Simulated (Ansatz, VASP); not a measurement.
**CoSi2 (CoSi2 strained to the junction's net) in two plane-wave programs**

Wanted: the spread between two codes on one cell, functional and k mesh. The cell is generated by rule, not measured, and may not be a known phase. The structure shown is the start of the Ansatz relaxation below; VASP solves that cell, so the two are compared at the walk's first step.

Main program and level: Ansatz 0.2.0; plane waves, with VASP 6.6.1 beside it; single point at PBE.

## (1) Set-up

It takes space group R-3m (No. 166, trigonal). Conventional cell: a = 3.829 Å, b = 3.829 Å, c = 9.217 Å, α = 90.00°, β = 90.00°, γ = 120.00°. Si has 4 Co at 2.30 to 2.34 Å nearest. Nearest to Co lie 8 Si at 2.30 to 2.34 Å. Farther neighbours are not listed.

Structure file:

```cif
data_structure
_symmetry_space_group_name_H-M 'P 1'
_symmetry_Int_Tables_number 1
_cell_length_a 3.8290
_cell_length_b 3.8290
_cell_length_c 9.2171
_cell_angle_alpha 90.000
_cell_angle_beta 90.000
_cell_angle_gamma 120.000
_cell_volume 117.03
loop_
_atom_site_label
_atom_site_type_symbol
_atom_site_fract_x
_atom_site_fract_y
_atom_site_fract_z
_atom_site_occupancy
Si1 Si 0.00000 0.00000 0.00000 1
Si2 Si 0.33333 0.66667 0.16667 1
Si3 Si 0.66667 0.33333 0.33333 1
Si4 Si 0.00000 0.00000 0.50000 1
Si5 Si 0.33333 0.66667 0.66667 1
Si6 Si 0.66667 0.33333 0.83333 1
Co7 Co 0.66667 0.33333 0.08333 1
Co8 Co 0.33333 0.66667 0.41667 1
Co9 Co 0.00000 0.00000 0.75000 1
```

## (2) Ansatz: relaxation, PBE

Ansatz runs on its default PAW (the set named soft_2) files.

The two programs are compared at the cell with which this relaxation starts, whose forces are those of its first step.

The input, input.yaml:

```yaml
crystal:
  lattice:
    - [3.829, 0.0, 0.0]
    - [-1.9145, 3.3160112711, 0.0]
    - [0.0, 0.0, 9.217079601]
  atoms:
    - { symbol: Si, position: [0.0, 0.0, 0.0] }
    - { symbol: Co, position: [0.6666666667, 0.3333333333, 0.0833333333] }
    - { symbol: Si, position: [0.3333333333, 0.6666666667, 0.1666666667] }
    - { symbol: Si, position: [0.6666666667, 0.3333333333, 0.3333333333] }
    - { symbol: Co, position: [0.3333333333, 0.6666666667, 0.4166666667] }
    - { symbol: Si, position: [0.0, 0.0, 0.5] }
    - { symbol: Si, position: [0.3333333333, 0.6666666667, 0.6666666667] }
    - { symbol: Co, position: [0.0, 0.0, 0.75] }
    - { symbol: Si, position: [0.6666666667, 0.3333333333, 0.8333333333] }
kpoints:
  mp_grid: { grid: [12, 12, 3] }
scf:
  occupations: { method: fermi_dirac, width: 0.1 }
  max_iter: 150
hamiltonian:
  xc: pbe
relax:
  f_tol: 0.01
  max_steps: 40
  cell: { fix: [a, b, angles] }
```

Started as:

```bash
$ ansatz run input.yaml --threads 8 --pin off --max-ram 24576MiB --backend cpu --events-out ev --progress --plain --runs-dir out
```

Numbers of over 12 decimals in the logs are rounded to 6 here.

The log of the run:

```text
Engine: ansatz 0.2.0, aarch64-unknown-linux-gnu
Pseudopotentials: kind: paw
Pseudopotential: Si, paw, valence charge 4, recommended cutoff 420 eV (normal), Si.paw.azcp
Pseudopotential: Co, paw, valence charge 17, recommended cutoff 420 eV (normal), Co.paw.azcp
Functional definition: PBE
  parameter kappa = 0.804
  parameter beta = 0.066725
  exchange = pbe_x(kappa = kappa, mu = beta*pi^2/3)
  correlation = pbe_c(beta = beta)
Crystal: 9 atoms, lattice volume = 117.029 Å³
Basis set: ecut = 420 eV, 2275 PW (Γ), exchange–correlation on 54×54×128 points (8 copies of the dense FFT grid, shifted against one another)
Bands: 47, of which v1, the nominal top of the filled ones, is band 38 counted from 1 (37 counted from 0)
Symmetry: 36 space group operations
Space group: R-3m (ITA 166), of the structure as read, at distance tolerance 4.9e-5 Å
k-points: 50 of 432
Non-local potential: Si, projectors of the file, l = 0: 2, l = 1: 2, l = 2: 2
Non-local potential: Co, projectors of the file, l = 0: 3, l = 1: 2, l = 2: 3, l = 3: 1
PAW form: soft (Blöchl's): semilocal exchange-correlation on the pseudo side does not see the compensation charge
PAW one-centre angular grid: Si, 110 points (default); XC on 64 Gauss nodes
PAW one-centre angular grid: Co, 590 points (default); XC on 64 Gauss nodes
Initial density: superposition of atomic densities (neutral atoms: chi_scale 0, normalization atom), corrected by the library's trained network
Initial wavefunctions: pseudopotential atomic-orbital guess
Functional: x = pbe(κ = 0.804, μ = 0.219515), c = pbe(β = 0.066725)
SCF iter   1: F=—  HF=-19197.567854 eV  |F-HF|=—  |Δ(HF+E_count)|=         —  Δρ=4.55e-3  dr2=2.58e-2  ethr=1.77e-3  ⟨swp⟩=7.2  Hψ=9841  notcnv=0  defer=9
preconditioner: auto → Kerker (q_TF=auto, 2.533 Å⁻¹)  [metal: Δε(μ)=0.012 eV  Ē_g=7.078 eV  σ=0.100 eV  W_gap=0.03  n_scr=36 (ndim 8)  ℏωp=24.5 eV  f_vac=0.003  D(μ)=2.92/eV (n_scr^D=24)]
SCF iter   2: F=—  HF=-19197.567788 eV  |F-HF|=—  |Δ(HF+E_count)|=   6.59e-5  Δρ=3.50e-3  dr2=1.65e-2  ethr=3.44e-5  ⟨swp⟩=1.9  Hψ=3541  notcnv=0  defer=10
SCF iter   3: F=—  HF=-19197.569418 eV  |F-HF|=—  |Δ(HF+E_count)|=   1.63e-3  Δρ=5.39e-3  dr2=2.24e-2  ethr=2.20e-5  ⟨swp⟩=2.0  Hψ=3297  notcnv=0  defer=11
SCF iter   4: F=—  HF=-19197.567883 eV  |F-HF|=—  |Δ(HF+E_count)|=   1.53e-3  Δρ=2.77e-3  dr2=6.12e-3  ethr=2.20e-5  ⟨swp⟩=1.0  Hψ=2299  notcnv=0  defer=11
SCF iter   5: F=—  HF=-19197.567486 eV  |F-HF|=—  |Δ(HF+E_count)|=   3.97e-4  Δρ=1.07e-3  dr2=9.32e-4  ethr=8.16e-6  ⟨swp⟩=1.0  Hψ=2299  notcnv=0  defer=10
SCF iter   6: F=—  HF=-19197.567429 eV  |F-HF|=—  |Δ(HF+E_count)|=   5.71e-5  Δρ=1.55e-4  dr2=2.18e-5  ethr=1.24e-6  ⟨swp⟩=2.0  Hψ=2731  notcnv=0  defer=10
SCF iter   7: F=—  HF=-19197.567380 eV  |F-HF|=—  |Δ(HF+E_count)|=   4.91e-5  Δρ=4.55e-5  dr2=1.91e-6  ethr=2.91e-8  ⟨swp⟩=2.2  Hψ=3509  notcnv=0  defer=10
SCF iter   8: F=—  HF=-19197.567380 eV  |F-HF|=—  |Δ(HF+E_count)|=   1.10e-8  Δρ=1.16e-5  dr2=1.10e-7  ethr=2.54e-9  ⟨swp⟩=2.2  Hψ=3293  notcnv=0  defer=10
SCF iter   9: F=-19197.567380 eV  HF=-19197.567380 eV  |F-HF|=2.51e-8  |Δ(HF+E_count)|=   7.59e-9  Δρ=6.03e-6  dr2=2.91e-8  ethr=1.33e-10  ⟨swp⟩=3.9  Hψ=6828  notcnv=0
SCF 1 converged in 9 iterations: F = -19197.567380 eV  dr2 = 2.91e-8
  greatest PAW one-centre occupation: 1.000 electrons in one spin orbital (limit 2), on the Co atom at site 7 (counted from 0), in its partial waves of l = 0
relax step   1: F+E_penalty+E_count = -19197.56737966 eV  Δ(F+E_penalty+E_count) = +0.000e0 eV  max|allowed force component| = 1.814e-1 eV/Å  Δτ_max = 0.0000 Å  P = -2.202 GPa  Ω = 117.029 Å³  fix = [a, b, alpha, beta, gamma]  reactions: a -3.888, b -3.888 GPa  (9 SCF iters, dr2 threshold 1.00e-7 eV, accepted)
[...]
relax step   3: F+E_penalty+E_count = -19197.57604108 eV  Δ(F+E_penalty+E_count) = -3.400e-3 eV  max|allowed force component| = 8.674e-4 eV/Å  Δτ_max = 0.0104 Å  P = -2.134 GPa  Ω = 116.949 Å³  energy of the carried Pulay correction = +3.433e-5 eV  fix = [a, b, alpha, beta, gamma]  reactions: a -3.243, b -3.243 GPa  (6 SCF iters, dr2 threshold 9.00e-7 eV, accepted)
[...]
relax step   4: F+E_penalty+E_count = -19197.57604065 eV  Δ(F+E_penalty+E_count) = +4.298e-7 eV  max|allowed force component| = 5.217e-4 eV/Å  Δτ_max = 0.0001 Å  P = -2.151 GPa  Ω = 116.961 Å³  energy of the carried Pulay correction = +2.916e-5 eV  fix = [a, b, alpha, beta, gamma]  reactions: a -3.251, b -3.251 GPa  (6 SCF iters, dr2 threshold 1.76e-8 eV, accepted)
[...]
relax step   5: F+E_penalty+E_count = -19197.57600731 eV  Δ(F+E_penalty+E_count) = +3.334e-5 eV  max|allowed force component| = 5.267e-4 eV/Å  Δτ_max = 0.0000 Å  P = -2.152 GPa  Ω = 116.961 Å³  fix = [a, b, alpha, beta, gamma]  reactions: a -3.252, b -3.252 GPa  stress off target by 4.80e-2 GPa on what of the cell is left free  SCF on the basis re-selected at this cell (its energy is not comparable with the rows above)  (8 SCF iters)
basis re-selected at this cell: Δ(F+E_penalty+E_count) = +3.334e-5 eV, ΔP = -0.000 GPa vs the last step (what re-selecting the basis moved, of the pressure what is left beyond the Pulay correction that the steps carried, after the strain that the cell walked since its last selection, with what the two solves' SCF thresholds leave and, on support functions, any second-order correction that the steps lacked; it is no m [...]
SCF converged after 8 iterations
Free energy (F): -19197.576007 eV
Harris-Foulkes:  -19197.576007 eV  (|F-HF|=7.28e-12)
Internal energy: -19197.477100 eV  (E = F + TS)
E sigma→0 (E₀):  -19197.526554 eV
Entropy (-TS):   -0.098907 eV (-10.990 meV/atom)
Fermi energy:    12.636328 eV
--- Per-component energies (eV) ---
  E_band       = -867.312396
  E_kinetic    = 1638.875497
  E_local      = -12339.031342  (includes V_loc(G=0)·N_el)
  E_nonlocal   = 1503.289306
  E_hartree    = 5365.270788
  E_xc         = -820.917100
  E_vxc        = -913.920571  (∫ρ·V_xc dr)
  E_paw        = -7623.808043  (= ΣΔE_a)
  E_vpaw       = -1487.067189  (= ΣTr[D̂ρ^β])
  E_aug_tail   = 0.000325  (compensation charges beyond the density's cutoff)
  E_ewald      = -6921.156531
  E_smearing   = -0.098907  (= −TS)
  E_closure    = -0.000000  (closes the sum)
  Σ components = -19197.576007   (vs F -19197.576007, Δ=0.00e0)
--- Forces (eV/Å), atoms counted from 1 ---
  atom   1  Si     0.00000000     0.00000000     0.00052668
  atom   2  Co     0.00000000     0.00000000     0.00000000
  atom   3  Si    -0.00000000    -0.00000000    -0.00052668
  atom   4  Si    -0.00000000     0.00000000     0.00052668
  atom   5  Co     0.00000000    -0.00000000     0.00000000
  atom   6  Si    -0.00000000    -0.00000000    -0.00052668
  atom   7  Si     0.00000000     0.00000000     0.00052668
  atom   8  Co     0.00000000    -0.00000000     0.00000000
  atom   9  Si    -0.00000000    -0.00000000    -0.00052668
  max |Σ_I F_I| component: 6.17e-17 eV/Å
--- Stress (GPa, compression-positive) ---
       -3.251671      -0.000000       0.000000
       -0.000000      -3.251671       0.000000
       -0.000000       0.000000       0.047989
  P = ⅓ Tr σ = -2.1518 GPa (-21.518 kbar)
--- Relaxed structure (4 steps of the walk, 4 accepted, 1 SCFs on fresh bases) ---
  F+E_penalty+E_count = -19197.57600731 eV   max|allowed force component| = 5.267e-4 eV/Å   (the final SCF, on the basis selected at the relaxed cell)
  cell:  # Å, volume = 116.9615 Å³
    - [3.829000, 0, 0]
    - [-1.914500, 3.316011, 0]
    - [0, 0, 9.211735]
  atoms:
    - { symbol: Si, position: [0, 0, 0.0017712] }
    - { symbol: Co, position: [0.666667, 0.333333, 0.083333] }
    - { symbol: Si, position: [0.333333, 0.666667, 0.164895] }
    - { symbol: Si, position: [0.666667, 0.333333, 0.335105] }
    - { symbol: Co, position: [0.333333, 0.666667, 0.416667] }
    - { symbol: Si, position: [0, 0, 0.498229] }
    - { symbol: Si, position: [0.333333, 0.666667, 0.668438] }
    - { symbol: Co, position: [0, 0, 0.75] }
    - { symbol: Si, position: [0.666667, 0.333333, 0.831562] }
```

## (3) VASP: single point, PBE, start cell

The same cell, functional, mesh and smearing now go to VASP, with its own data sets.

Lines of VASP's logs that name or quote its potential files are left out, and so is its time.

The input, INCAR:

```
SYSTEM = CoSi2
PREC = Accurate
ENCUT = 520
EDIFF = 1E-06
NELM = 120
ISMEAR = -1
SIGMA = 0.1
LREAL = .FALSE.
ALGO = Normal
GGA = PE
NBANDS = 34
LASPH = .TRUE.
LORBIT = 11
LWAVE = .FALSE.
LCHARG = .FALSE.
ISIF = 2
GGA_COMPAT = .FALSE.
KPAR = 2
```

The input, POSCAR:

```
CoSi2
1.0
    3.8290000000      0.0000000000      0.0000000000
   -1.9145000000      3.3160110000      0.0000000000
    0.0000000000      0.0000000000      9.2170800000
Si Co
6 3
Direct
    0.0000000000      0.0000000000      0.0000000000
    0.3333333333      0.6666666667      0.1666666667
    0.6666666667      0.3333333333      0.3333333333
    0.0000000000      0.0000000000      0.5000000000
    0.3333333333      0.6666666667      0.6666666667
    0.6666666667      0.3333333333      0.8333333333
    0.6666666667      0.3333333333      0.0833333333
    0.3333333333      0.6666666667      0.4166666667
    0.0000000000      0.0000000000      0.7500000000
```

The input, KPOINTS:

```
Automatic mesh
0
Gamma
12 12 3
0 0 0
```

PAW data sets: Si and Co (PBE family, release 64).

Started as:

```bash
$ mpirun -np 2 vasp_std
```

The log of the run:

```text
[banner, memory and clock lines left out]
running    2 mpi-ranks, on    1 nodes
 distrk:  each k-point on    1 cores,    2 groups
 distr:  one band on    1 cores,    1 groups

 POSCAR found type information on POSCAR SiCo
 POSCAR found :  2 types and       9 ions
 LDA part: xc-table for (Slater+PW92), standard interpolation
 POSCAR, INCAR and KPOINTS ok, starting setup
 FFT: planning ... GRIDC
 FFT: planning ... GRID_SOFT
 FFT: planning ... GRID
 WAVECAR not read
 entering main loop
       N       E                     dE             d eps       ncg     rms          rms(c)
DAV:   1     0.324740421301E+03    0.32474E+03   -0.20927E+04  3400   0.151E+03
DAV:   2    -0.335608366020E+02   -0.35830E+03   -0.34353E+03  3402   0.343E+02
DAV:   3    -0.609918510999E+02   -0.27431E+02   -0.26125E+02  4112   0.108E+02
DAV:   4    -0.621479045025E+02   -0.11561E+01   -0.11444E+01  4272   0.211E+01
DAV:   5    -0.621935060852E+02   -0.45602E-01   -0.45535E-01  4688   0.402E+00    0.246E+01
DAV:   6    -0.735578016722E+02   -0.11364E+02   -0.12912E+02  4802   0.147E+02    0.320E+01
DAV:   7    -0.576489144296E+02    0.15909E+02   -0.60037E+01  4464   0.122E+02    0.754E+00
DAV:   8    -0.582467840339E+02   -0.59787E+00   -0.75156E+00  4084   0.138E+01    0.548E+00
DAV:   9    -0.579272707872E+02    0.31951E+00   -0.97969E-01  4826   0.131E+01    0.154E+00
DAV:  10    -0.579286290808E+02   -0.13583E-02   -0.54795E-02  3816   0.141E+00    0.911E-01
DAV:  11    -0.579249226125E+02    0.37065E-02   -0.22048E-02  4668   0.181E+00    0.423E-01
DAV:  12    -0.579243660238E+02    0.55659E-03   -0.12854E-03  5190   0.441E-01    0.192E-01
DAV:  13    -0.579243998786E+02   -0.33855E-04   -0.12969E-03  5220   0.362E-01    0.113E-01
DAV:  14    -0.579243069952E+02    0.92883E-04   -0.33861E-04  5276   0.238E-01    0.236E-02
DAV:  15    -0.579243095709E+02   -0.25757E-05   -0.21212E-05  3900   0.228E-02    0.933E-03
DAV:  16    -0.579243102133E+02   -0.64238E-06   -0.51965E-07  2102   0.667E-03
   1 F= -.57924310E+02 E0= -.57874704E+02  d E =-.992124E-01
```

[end of part 1 of 2]

[Lines on the potential files, build, host, timing and source positions are cut from VASP's logs without a mark.]

[Logs are printed without paths, hosts, clocks, repeated set-up lines and the standing remarks that a program may print on its own settings, such as how far it seeks lower states.]

[Hosts, paths, dates, database ids (printed as entryN), source tags and the programs' standing remarks are cut or masked in the printed files.]
